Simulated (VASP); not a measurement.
All values below come from PBE GGA, VASP's PBE PAW potentials (set 64) (plane waves; VASP).

The input files of a VASP run:

File POSCAR:
```
CoAl
1
    2.8528739708    -0.0000000000    -0.0000000000
   -0.0000000000     2.8528739708    -0.0000000000
    0.0000000000     0.0000000000     2.8528739708
Al Co
1 1
Direct
  0.5000000000   0.5000000000   0.5000000000
  0.0000000000   0.0000000000   0.0000000000
```

KPOINTS:
```
Automatic mesh
0
Gamma
13 13 13
0 0 0
```

INCAR:
```
EDIFF = 1E-6
ISIF = 3   ! ions, shape and volume
GGA = PE   ! PBE
NELM = 100   ! most electronic steps
SIGMA = 0.1   ! width (eV)
LWAVE = .FALSE.
PREC = Accurate
IBRION = 2
ISMEAR = 1
LMAXMIX = 4   ! l cut-off of mixed one-centre charges
LREAL = .FALSE.
EDIFFG = -0.02   ! ionic stop
NSW = 40   ! most ionic steps
LASPH = .TRUE.
ALGO = Normal   ! blocked Davidson
LCHARG = .FALSE.
SYSTEM = CoAl
ENCUT = 500   ! plane-wave cut-off (eV)
```

POTCAR, in this order: Al Co (PBE.64 set). Program: vasp_std.

Problem. Estimate the energy per atom (σ→0), band gap (on the k-mesh).

Solution. 
The energy per atom (σ→0) comes out as -5.994 eV/atom and the band gap (on the k-mesh) comes out as none (metal, semimetal or under 0.01 eV).

File OSZICAR:
```
...
DAV:   7    -0.120071195448E+02    0.44862E+01   -0.33058E+01  1858   0.815E+01    0.183E+00
DAV:   8    -0.120031506583E+02    0.39689E-02   -0.22934E-01  1736   0.421E+00    0.120E+00
DAV:   9    -0.119890157369E+02    0.14135E-01   -0.46388E-02  2034   0.307E+00    0.316E-01
DAV:  10    -0.119885175360E+02    0.49820E-03   -0.13521E-03  2130   0.504E-01    0.136E-01
DAV:  11    -0.119885051491E+02    0.12387E-04   -0.27323E-05  1954   0.484E-02    0.213E-02
DAV:  12    -0.119885024580E+02    0.26911E-05   -0.12231E-05  1954   0.487E-02    0.532E-03
DAV:  13    -0.119885023895E+02    0.68521E-07   -0.24259E-07   892   0.460E-03
   1 F= -.11988502E+02 E0= -.11988493E+02  d E =-.119885E+02
```

The compound is CoAl in the CsCl type structure. It was relaxed first. The run is not spin-polarised, so no magnetic state was tried.
